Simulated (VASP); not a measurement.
Computed with PBE GGA, VASP's PBE PAW potentials (set 64) (plane waves; VASP).

The input files of a VASP run:

File POSCAR:
```
NbP
1
    3.4424750929    -0.0000000000     0.0000000000
   -1.7212375465     2.9812709654    -0.0000000000
   -0.0000000000     0.0000000000     7.6589703797
Nb P
2 2
Direct
  0.3333330000   0.6666670000   0.0299530818
  0.6666670000   0.3333330000   0.5299530818
  0.3333330000   0.6666670000   0.3450469182
  0.6666670000   0.3333330000   0.8450469182
```

**INCAR**
```
! general
SYSTEM   =  NbP
PREC     =  Accurate
ENCUT    =  400
LREAL    =  .False.
LASPH    =  .True.

! electronic loop
EDIFF    =  1E-6
NELM     =  100
ALGO     =  Normal
LMAXMIX  =  4

! smearing
ISMEAR   =  1
SIGMA    =  0.1

! functional
GGA      =  PE

! ions
IBRION   =  2
NSW      =  60
ISIF     =  3
EDIFFG   =  -0.02

! output
LWAVE    =  .False.
LCHARG   =  .False.
```

### KPOINTS
```
K-points
0
Gamma
 9 9 4
```

POTCAR, in this order: Nb_sv P (PBE.64 set). Program: vasp_std.

The run wrote:

OSZICAR:
```
       N       E                     dE             d eps       ncg     rms          rms(c)
DAV:   1     0.297208737718E+03    0.29721E+03   -0.17249E+04  1616   0.131E+03
DAV:   2    -0.655858787652E+01   -0.30377E+03   -0.29842E+03  1954   0.482E+02
DAV:   3    -0.327692638686E+02   -0.26211E+02   -0.25744E+02  2920   0.103E+02
DAV:   4    -0.346038263510E+02   -0.18346E+01   -0.18244E+01  2344   0.248E+01
DAV:   5    -0.346974849023E+02   -0.93659E-01   -0.92180E-01  2622   0.542E+00    0.124E+01
DAV:   6    -0.320593772084E+02    0.26381E+01   -0.17399E+01  2308   0.235E+01    0.527E+00
DAV:   7    -0.320285821096E+02    0.30795E-01   -0.92420E-01  2448   0.591E+00    0.326E+00
DAV:   8    -0.320256325974E+02    0.29495E-02   -0.15760E-01  2392   0.237E+00    0.530E-01
DAV:   9    -0.320246381310E+02    0.99447E-03   -0.23669E-02  2650   0.996E-01    0.337E-01
DAV:  10    -0.320248349881E+02   -0.19686E-03   -0.11622E-03  2064   0.284E-01    0.152E-01
DAV:  11    -0.320249105105E+02   -0.75522E-04   -0.59259E-04  2214   0.193E-01    0.279E-02
DAV:  12    -0.320249037836E+02    0.67269E-05   -0.76609E-05  2244   0.680E-02    0.112E-02
DAV:  13    -0.320249053574E+02   -0.15738E-05   -0.55680E-06  1656   0.208E-02    0.505E-03
DAV:  14    -0.320249053049E+02    0.52505E-07   -0.74979E-07  1236   0.906E-03
   1 F= -.32024905E+02 E0= -.32025189E+02  d E =-.320249E+02
       N       E                     dE             d eps       ncg     rms          rms(c)
DAV:   1    -0.320274515909E+02   -0.25462E-02   -0.12972E-01  2112   0.397E+00    0.429E-01
DAV:   2    -0.320251737082E+02    0.22779E-02   -0.16188E-02  2206   0.121E+00    0.151E-01
DAV:   3    -0.320247293602E+02    0.44435E-03   -0.96345E-04  2752   0.248E-01    0.600E-02
DAV:   4    -0.320247261105E+02    0.32497E-05   -0.68299E-04  2828   0.137E-01    0.418E-02
DAV:   5    -0.320247485933E+02   -0.22483E-04   -0.20985E-05  1950   0.362E-02    0.263E-02
DAV:   6    -0.320247770346E+02   -0.28441E-04   -0.37522E-05  2862   0.352E-02    0.136E-02
DAV:   7    -0.320247848132E+02   -0.77786E-05   -0.79831E-06  2750   0.205E-02    0.233E-03
DAV:   8    -0.320247851508E+02   -0.33765E-06   -0.78722E-07  1122   0.573E-03
   2 F= -.32024785E+02 E0= -.32025012E+02  d E =0.120154E-03
       N       E                     dE             d eps       ncg     rms          rms(c)
DAV:   1    -0.320259497012E+02   -0.11649E-02   -0.45441E-02  2094   0.235E+00    0.252E-01
DAV:   2    -0.320251715923E+02    0.77811E-03   -0.56331E-03  2188   0.711E-01    0.897E-02
DAV:   3    -0.320250179665E+02    0.15363E-03   -0.33545E-04  2796   0.148E-01    0.353E-02
DAV:   4    -0.320250104930E+02    0.74734E-05   -0.23778E-04  2834   0.803E-02    0.244E-02
DAV:   5    -0.320250137052E+02   -0.32121E-05   -0.75985E-06  1914   0.214E-02    0.153E-02
DAV:   6    -0.320250175677E+02   -0.38625E-05   -0.12655E-05  2844   0.204E-02    0.798E-03
DAV:   7    -0.320250163843E+02    0.11834E-05   -0.18814E-06  1226   0.123E-02    0.200E-03
DAV:   8    -0.320250163437E+02    0.40652E-07   -0.69645E-07   906   0.739E-03
   3 F= -.32025016E+02 E0= -.32025276E+02  d E =-.111039E-03
```

File OUTCAR:
```
------------------------ aborting loop because EDIFF is reached ----------------------------------------
  FORCE on cell =-STRESS in cart. coord.  units (eV):
  Direction    XX          YY          ZZ          XY          YZ          ZX
  --------------------------------------------------------------------------------------
  Total        0.0182494      0.0182494      0.0017885     -0.0000000      0.0000000      0.0000000
  in kB        0.3724700      0.3724700      0.0365031     -0.0000000      0.0000000      0.0000000
  external PRESSURE =       0.2604810 kB  Pullay stress =       0.0000000 kB
  volume of cell :       78.50
      direct lattice vectors                 reciprocal lattice vectors
     3.440946512  0.000000000  0.000000000     0.290617711  0.167788209  0.000000000
    -1.720473256  2.979947175  0.000000000    -0.000000000  0.335576418  0.000000000
     0.000000000  0.000000000  7.655652125     0.000000000  0.000000000  0.130622445
 POSITION                                       TOTAL-FORCE (eV/Angst)
 -----------------------------------------------------------------------------------
     -0.00000      1.98663      0.22860         0.000000      0.000000     -0.004538
      1.72047      0.99331      4.05643        -0.000000     -0.000000     -0.004538
     -0.00000      1.98663      2.64227        -0.000000     -0.000000      0.004538
      1.72047      0.99331      6.47010        -0.000000     -0.000000      0.004538
 -----------------------------------------------------------------------------------
    total drift:                               -0.003410      0.001968      0.000416
  FREE ENERGIE OF THE ION-ELECTRON SYSTEM (eV)
  ---------------------------------------------------
  free  energy   TOTEN  =       -32.0250163437 eV

  energy  without entropy=      -32.0257963113  energy(sigma->0) =      -32.02527633

 reached required accuracy - stopping structural energy minimisation
```
(Selected blocks of OUTCAR.)

CONTCAR:
```
NbP
   1.00000000000000
     3.4409465118934617    0.0000000000000256    0.0000000000000000
    -1.7204732559966864    2.9799471753059463    0.0000000000000000
     0.0000000000000000    0.0000000000000000    7.6556521249419509
  Nb              P
     2     2
Direct
     0.3333330000000032    0.6666669999999968    0.0298602123770077
     0.6666669999999968    0.3333330000000032    0.5298602123770076
     0.3333330000000032    0.6666669999999968    0.3451397876229924
     0.6666669999999968    0.3333330000000032    0.8451397876229924
```

The structure was generated: NbP was put into the wurtzite type (P6_3mc), which need not be its known phase. This run relaxes it. Symmetry was kept, so distortions that lower it aren't found. The start is the result of an earlier pass.
